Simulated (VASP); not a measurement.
Data:

```xyz
2
Lattice="1.7575 -3.0441 0.0000 1.7575 3.0441 0.0000 0.0000 0.0000 5.4347" Properties=species:S:1:pos:R:3 pbc="T T T"
Tm     1.7575     1.0147     1.3587
Tm     1.7575    -1.0147     4.0761
```

These are PBE GGA with D3 dispersion (Becke-Johnson damping), VASP's PBE PAW potentials (set 64) (plane waves; VASP 6.6.1) values and carry that method's errors. Settings: 520 eV cut-off, Gaussian smearing of 0.050 eV, potentials Tm_3.

The 4f electrons are frozen in the core of the lanthanide potential, so 4f levels, which can set the real gap, and their magnetism are missing.

### Question
Give the energies of bands 7 to 12 at the high-symmetry points, in eV from the Fermi level.

### Answer

```
band      Γ      M      K      A      L      H
----  -----  -----  -----  -----  -----  -----
7     -5.75  -2.20  -0.89  -4.03  -2.08  -0.62
8     -2.34  -1.44  -0.89  -4.03  -2.08  -0.62
9      1.13  -0.92  -0.84   1.19   0.13  -0.46
10     2.05  -0.19  -0.54   1.19   0.13  -0.46
11     2.05   1.68   1.31   1.94   1.56   0.51
12     2.59   1.73   1.31   1.94   1.56   0.51
```

It has no gap at this level: it comes out as a metal or semimetal.

The compound is Tm in the hcp structure. It was relaxed first.
